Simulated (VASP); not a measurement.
Output of a VASP run:

File OUTCAR:
```
 ion  position               nearest neighbor table
   1  0.000  0.000  0.000-   2 2.37   2 2.37   2 2.37   2 2.37
   2  0.250  0.250  0.250-   1 2.37   1 2.37   1 2.37   1 2.37
  LATTYP: Found a face centered cubic cell.
 ALAT       =     5.4685373502
 Subroutine PRICEL returns:
 Original cell was already a primitive cell.
 Subroutine GETGRP returns: Found 48 space group operations
The static configuration has the point symmetry T_d .
 The point group associated with its full space group is O_h .
The dynamic configuration has the point symmetry T_d .
 Subroutine INISYM returns: Found 48 space group operations
 Subroutine IBZKPT returns following result:
 Found     72 irreducible k-points:

 Following reciprocal coordinates:
            Coordinates               Weight
  0.000000  0.000000  0.000000      1.000000
  0.083333  0.000000  0.000000      8.000000
  0.166667  0.000000  0.000000      8.000000
  0.250000  0.000000  0.000000      8.000000
  0.333333  0.000000  0.000000      8.000000
  0.416667  0.000000  0.000000      8.000000
  0.500000  0.000000  0.000000      4.000000
  0.083333  0.083333  0.000000      6.000000
  0.166667  0.083333  0.000000     24.000000
  0.250000  0.083333  0.000000     24.000000
  0.333333  0.083333  0.000000     24.000000
  0.416667  0.083333  0.000000     24.000000
  0.500000  0.083333  0.000000     24.000000
 -0.416667  0.083333  0.000000     24.000000
 -0.333333  0.083333  0.000000     24.000000
 -0.250000  0.083333  0.000000     24.000000
 -0.166667  0.083333  0.000000     24.000000
 -0.083333  0.083333  0.000000     12.000000
  0.166667  0.166667  0.000000      6.000000
  0.250000  0.166667  0.000000     24.000000
  0.333333  0.166667  0.000000     24.000000
  0.416667  0.166667  0.000000     24.000000
  0.500000  0.166667  0.000000     24.000000
 -0.416667  0.166667  0.000000     24.000000
 -0.333333  0.166667  0.000000     24.000000
 -0.250000  0.166667  0.000000     24.000000
 -0.166667  0.166667  0.000000     12.000000
  0.250000  0.250000  0.000000      6.000000
  0.333333  0.250000  0.000000     24.000000
  0.416667  0.250000  0.000000     24.000000
  0.500000  0.250000  0.000000     24.000000
 -0.416667  0.250000  0.000000     24.000000
 -0.333333  0.250000  0.000000     24.000000
 -0.250000  0.250000  0.000000     12.000000
  0.333333  0.333333  0.000000      6.000000
  0.416667  0.333333  0.000000     24.000000
  0.500000  0.333333  0.000000     24.000000
 -0.416667  0.333333  0.000000     24.000000
 -0.333333  0.333333  0.000000     12.000000
  0.416667  0.416667  0.000000      6.000000
   k-points           NKPTS =     72   k-points in BZ     NKDIM =     72   number of bands    NBANDS=      8
   number of dos      NEDOS =    301   number of ions     NIONS =      2
   total plane-waves  NPLWV =   8000
   dimension x,y,z NGX =    20 NGY =   20 NGZ =   20
   dimension x,y,z NGXF=    40 NGYF=   40 NGZF=   40
   ions per type =               2
   PREC   = normal    normal or accurate (medium, high low for compatibility)
   ISTART =      0    job   : 0-new  1-cont  2-samecut
   ICHARG =      2    charge: 1-file 2-atom 10-const
   ISPIN  =      1    spin polarized calculation?
   LNONCOLLINEAR =      F non collinear calculations
   LSORBIT =      F    spin-orbit coupling
   INIWAV =      1    electr: 0-lowe 1-rand  2-diag
   ENCUT  =  400.0 eV  29.40 Ry    5.42 a.u.   6.31  6.31  6.31*2*pi/ulx,y,z
   NELM   =    100;   NELMIN=  4; NELMDL= -5     # of ELM steps
   EDIFF  = 0.1E-04   stopping-criterion for ELM
   LREAL  =      F    real-space projection
   NLSPLINE    = F    spline interpolate recip. space projectors
   LMAXMIX     =    2 max onsite mixed and CHGCAR
   VOSKOWN=      0    Vosko Wilk Nusair interpolation
   EDIFFG = -.3E-01   stopping-criterion for IOM
   NSW    =     20    number of steps for IOM
   NBLOCK =      1;   KBLOCK =     20    inner block; outer block
...
```

OSZICAR:
```
       N       E                     dE             d eps       ncg     rms          rms(c)
DAV:   1     0.459214450906E+01    0.45921E+01   -0.28373E+03  1152   0.621E+02
DAV:   2    -0.108203672503E+02   -0.15413E+02   -0.14516E+02  1784   0.737E+01
DAV:   3    -0.110166996154E+02   -0.19633E+00   -0.19633E+00  1464   0.106E+01
DAV:   4    -0.110176694182E+02   -0.96980E-03   -0.96980E-03  1872   0.823E-01
DAV:   5    -0.110176697937E+02   -0.37543E-06   -0.37540E-06  1536   0.160E-02    0.474E+00
RMM:   6    -0.109015885499E+02    0.11608E+00   -0.45802E-02  1152   0.132E+00    0.288E+00
RMM:   7    -0.108476734424E+02    0.53915E-01   -0.10817E-01  1170   0.218E+00    0.175E-01
RMM:   8    -0.108492934120E+02   -0.16200E-02   -0.72698E-03  1153   0.686E-01    0.715E-02
RMM:   9    -0.108495019825E+02   -0.20857E-03   -0.14217E-03  1153   0.284E-01    0.796E-02
RMM:  10    -0.108495620659E+02   -0.60083E-04   -0.28332E-04  1155   0.141E-01    0.259E-02
RMM:  11    -0.108495755541E+02   -0.13488E-04   -0.76397E-05  1111   0.761E-02    0.119E-02
RMM:  12    -0.108495768173E+02   -0.12632E-05   -0.11045E-05   804   0.311E-02
   1 F= -.10849577E+02 E0= -.10849577E+02  d E =-.108496E+02
```

File OUTCAR:
```
------------------------ aborting loop because EDIFF is reached ----------------------------------------
  FORCE on cell =-STRESS in cart. coord.  units (eV):
  Direction    XX          YY          ZZ          XY          YZ          ZX
  --------------------------------------------------------------------------------------
  Total       -0.0041984     -0.0041984     -0.0041984      0.0000000      0.0000000     -0.0000000
  in kB       -0.1645288     -0.1645288     -0.1645288      0.0000000      0.0000000     -0.0000000
  external PRESSURE =      -0.1645288 kB  Pullay stress =       0.0000000 kB
  volume of cell :       40.88
      direct lattice vectors                 reciprocal lattice vectors
     0.000000000  2.734268675  2.734268675    -0.182864253  0.182864253  0.182864253
     2.734268675  0.000000000  2.734268675     0.182864253 -0.182864253  0.182864253
     2.734268675  2.734268675  0.000000000     0.182864253  0.182864253 -0.182864253
 POSITION                                       TOTAL-FORCE (eV/Angst)
 -----------------------------------------------------------------------------------
      0.00000      0.00000      0.00000         0.000000      0.000000      0.000000
      1.36713      1.36713      1.36713        -0.000000     -0.000000     -0.000000
 -----------------------------------------------------------------------------------
    total drift:                                0.000000      0.000000      0.000000
  FREE ENERGIE OF THE ION-ELECTRON SYSTEM (eV)
  ---------------------------------------------------
  free  energy   TOTEN  =       -10.8495768173 eV

  energy  without entropy=      -10.8495768173  energy(sigma->0) =      -10.84957682

 reached required accuracy - stopping structural energy minimisation
```
(Selected blocks of OUTCAR.)

POSCAR:
```
Si
1
   -0.0000000000     2.7342686751     2.7342686751
    2.7342686751    -0.0000000000     2.7342686751
    2.7342686751     2.7342686751     0.0000000000
Si
2
Direct
  0.0000000000   0.0000000000   0.0000000000
  0.2500000000   0.2500000000   0.2500000000
```

**Question.** Reconstruct the remaining input files.

**Answer.** Several could match; the one computed here: the input of the run itself, PBE GGA, plane waves, VASP's PBE PAW potentials (set 64).

File KPOINTS:
```
Automatic mesh
0
Gamma
12 12 12
0 0 0
```

### INCAR
```
ISIF=2
NELMIN=4
NELM=100
PREC=Normal
ENCUT=400   ! plane-wave cut-off (eV)
GGA=PE   ! PBE
LWAVE=.True.
EDIFFG=-0.03
ISMEAR=0
IBRION=2   ! conjugate gradients
ALGO=Fast
LCHARG=.False.
SYSTEM=Si
LREAL=.False.   ! projection in real space or not
SIGMA=0.05   ! width (eV)
LASPH=.True.   ! aspherical one-centre terms
EDIFF=1E-5
NSW=20
```

POTCAR, in this order: Si (PBE.64 set). Program: vasp_std.

The compound is Si in the diamond structure. It was relaxed first.
